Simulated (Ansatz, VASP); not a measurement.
**Two plane-wave programs on Be16N (a cell with a defect)**

```
CELL_PARAMETERS angstrom
-2.29000 -3.96640 0.00000
3.43500 -1.98320 0.00000
0.00000 0.00000 7.17686
ATOMIC_POSITIONS crystal
Be 0.75131 0.49771 0.00506
Be 0.49950 0.33516 0.24320
Be 0.76094 0.50314 0.49333
Be 0.49943 0.34409 0.76402
Be 0.49952 0.99897 0.00734
Be 0.24769 0.83646 0.24548
Be 0.49944 0.99024 0.48647
Be 0.23791 0.83106 0.75723
Be 0.24771 0.49769 0.00508
Be 0.99949 0.33862 0.24349
Be 0.23792 0.50318 0.49335
Be 0.99945 0.29897 0.75961
Be 0.99950 0.99556 0.00706
Be 0.75130 0.83642 0.24547
Be 0.99948 0.03524 0.49091
Be 0.76104 0.83103 0.75722
N 0.49945 0.66723 0.62528
```

Alike in both runs: functional PBE; dispersion D3(BJ); k mesh 5 × 5 × 3; occupations fermi-dirac, width 0.05 eV; no spin polarisation.

Ansatz relaxed the structure, and its values are those at the end. VASP's run is a single point on that final structure, the one shown.

```csv
,VASP,Ansatz
version,VASP 6.6.1,Ansatz 0.2.0
potentials or method,"VASP PAW PBE potentials, release 64 (Be, N)","scalar-relativistic, plane waves, PAW"
plane-wave cutoff (eV),520,420
valence electrons in the cell,37,37
```

VASP gave:

* rms of the force components (eV/Å): 0.007
* dispersion energy (meV/atom): -347.6

What did Ansatz give for the same quantities?

rms of the force components (eV/Å): 0.001; dispersion energy (meV/atom): -347.6.

With one functional, cell and mesh, what is left measures potentials, basis and numerics.
